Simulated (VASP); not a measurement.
A VASP calculation is set up with these files.

**KPOINTS**
```
Automatic
0
G
 9 9 9
0.5 0.5 0.5
```

File POSCAR:
```
AuAl2
1.0
  0.0000000000   3.0000000000   3.0000000000
  3.0000000000   0.0000000000   3.0000000000
  3.0000000000   3.0000000000   0.0000000000
Al Au
2 1
Cartesian
  1.4544990000   1.5632970000   1.5469140000
  4.4818380000   4.4622510000   4.4357370000
  0.0636630000  -0.0255450000   0.0173520000
```

**INCAR**
```
# general
SYSTEM  = AuAl2
PREC    = Accurate
ENCUT   = 300   # plane-wave cut-off (eV)
LREAL   = .FALSE.
LASPH   = .TRUE.
NBANDS  = 9

# electronic loop
EDIFF   = 1E-6   # SCF stop (eV)
NELM    = 100   # most electronic steps
ALGO    = Normal
LMAXMIX = 6

# smearing
ISMEAR  = 0
SIGMA   = 0.1

# ions
ISIF    = 2   # forces and stress, cell fixed

# output
LWAVE   = .FALSE.
LCHARG  = .FALSE.
```

POTCAR, in this order: Al Au (LDA.64 set). Program: vasp_std.

Q: Translate this LDA calculation to Ansatz.

A: One equivalent input (not run):
Ansatz 0.2 input:
```yaml
crystal:
  lattice:
    - [0.0000000, 3.0000000, 3.0000000]
    - [3.0000000, 0.0000000, 3.0000000]
    - [3.0000000, 3.0000000, 0.0000000]
  atoms:
    - { symbol: Al, position: [0.2759520, 0.2396860, 0.2451470] }
    - { symbol: Al, position: [0.7360250, 0.7425540, 0.7513920] }
    - { symbol: Au, position: [-0.0119760, 0.0177600, 0.0034610] }
kpoints:
  mp_grid: { grid: [9, 9, 9], shift: [0.5, 0.5, 0.5] }
hamiltonian:
  xc: lda
  pseudopotentials: { kind: paw }
scf:
  occupations: { method: gaussian, width: 0.1 }
  max_iter: 100
output: { forces: true, stress: true, eigenvalues: true }
```
Limits of the translation: each code has its own PAW files, so the cut-off isn't converted (ENCUT is set for VASP's; basis.ecutwfc is left out, and Ansatz then takes the one that its files recommend); Ansatz stops its SCF on the density residual and VASP on the energy change (EDIFF); Ansatz's lda is the Perdew-Wang form, while the LDA potentials of VASP carry Perdew-Zunger's; the number of bands isn't carried over, since the valence differs with the files.

The structure is a typed AuAl2 crystal. The cell was not relaxed at this level, atoms are displaced from their ideal sites. The run is one of a series of settings (NBANDS = 9 against the base run), some of them coarse on purpose.
